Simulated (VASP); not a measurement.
Given:

```
CuZn
1.0
    2.95000     0.00000     0.00000
    0.00000     2.95000     0.00000
    0.00000     0.00000     2.95000
Zn Cu
1 1
Cartesian
  1.47500   1.47500   1.47500
  0.00000   0.00000   0.00000
```

Level of theory: PBE GGA + U (Dudarev), VASP's PBE PAW potentials (set 64) (plane waves; VASP 6.6.1). Settings: 400 eV cut-off, 11×11×11 Γ-centred mesh, first-order Methfessel-Paxton smearing of 0.10 eV, potentials Zn Cu, U − J: Zn 5.00 eV, Cu 5.00 eV.

Problem. Give the stress tensor in GPa (positive for a compressed cell).

Solution. 
```
-1.56   0.00   0.00
 0.00  -1.56   0.00
 0.00   0.00  -1.56
```
The pressure is its mean diagonal, -1.56 GPa.

The compound is CuZn in the CsCl type structure. The cell was not relaxed at this level. The run is one of a series of settings (LDAU = .TRUE., LDAUJ = 0 0, LDAUL = 2 2, LDAUTYPE = 2, LDAUU = 5.0 5.0, LMAXMIX = 2 against the base run), some of them coarse on purpose. The electron count is odd and the run is not spin-polarised, which forces a metal.
